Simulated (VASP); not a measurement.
Runs of VASP 6.6.1 on C2SH2. The cell holds a molecule in a box, 5 atoms: a = 14.000 Å, b = 11.000 Å, c = 10.000 Å, α = 90.00°, β = 90.00°, γ = 90.00°. 

```csv
task,level,potentials or basis,cell,cutoff (eV),grid for exact exchange (PRECFOCK),exchange at q = 0,gap on the mesh (eV),largest force (eV/Å)
atomic charges,PBE+TS,"VASP PAW PBE potentials, release 64 (C, S, H)",as given,520,-,-,4.45,1.14
relaxation of the atoms,revPBE+D4,"VASP PAW PBE potentials, release 64 (C_h, S_h, H_h)",atoms relaxed,900,-,-,4.36,0.02
single point,B3LYP,"VASP PAW PBE potentials, release 64 (C, S, H)",as given,520,Fast,truncated,(a),0.22
single point,PBE,"VASP PAW PBE potentials, release 64 (C, S, H)",as given,520,-,-,4.45,1.14
relaxation of the atoms,PBE,"VASP PAW PBE potentials, release 64 (C, S, H)","atoms relaxed from: atoms moved at random, drawn with an rms of 0.02 Å",520,-,-,4.38,0.01
electron localisation function,PBE,"VASP PAW PBE potentials, release 64 (C, S, H)",as given,520,-,-,4.45,1.14
relaxation of the atoms,PBE,"VASP PAW PBE potentials, release 64 (C, S, H)",atoms relaxed,520,-,-,4.38,0.01
single point,PBE,"VASP PAW PBE potentials, release 64 (C, S, H)","atoms moved at random, drawn with an rms of 0.05 Å",520,-,-,4.11,1.66
```

Alike in all rows: no spin polarisation; k mesh 1 × 1 × 1; smearing gaussian 0.01 eV.

Task: Fill in the values left out.

Result: (a) 5.97.

Caveats: the standard files for N, O and F lose accuracy on very short bonds (some runs); the PAW data sets were made with another functional, which shifts forces and pressure a little (some runs).

